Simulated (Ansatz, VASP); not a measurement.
## GaGe in VASP and in Ansatz

```
Ga Ge
1.0
     0.00000    2.98478    2.89784
     2.98478    0.00000    2.89784
     2.98478    2.98478    0.00000
Ga Ge
1 1
Direct
  0.75000 0.75000 0.75000
  0.00000 0.00000 0.00000
```

Change from the starting cell: strain +0.030 along x and y, +0.000 along z, atoms carried along.

Alike in both runs: task single point; functional LDA; k mesh 14 × 14 × 14; occupations gaussian, width 0.15 eV; no spin polarisation.

|  | VASP | Ansatz |
| --- | --- | --- |
| version | VASP 6.6.1 | Ansatz 0.2.0 |
| potentials or method | VASP PAW LDA potentials, release 64 (Ga_d, Ge_d) | scalar-relativistic, plane waves, PAW |
| plane-wave cutoff (eV) | 520 | 420 |
| valence electrons in the cell | 27 | 27 |

```csv
,VASP,Ansatz,Ansatz less VASP
gap on the k mesh at the Fermi level (eV),none,none,-
pressure (GPa),-6.3,-6.3,+0.01
largest component of the traceless stress (GPa),0.15,0.15,+0.004
```

A gap of «none» marks a metal or a gap that the smearing closes.
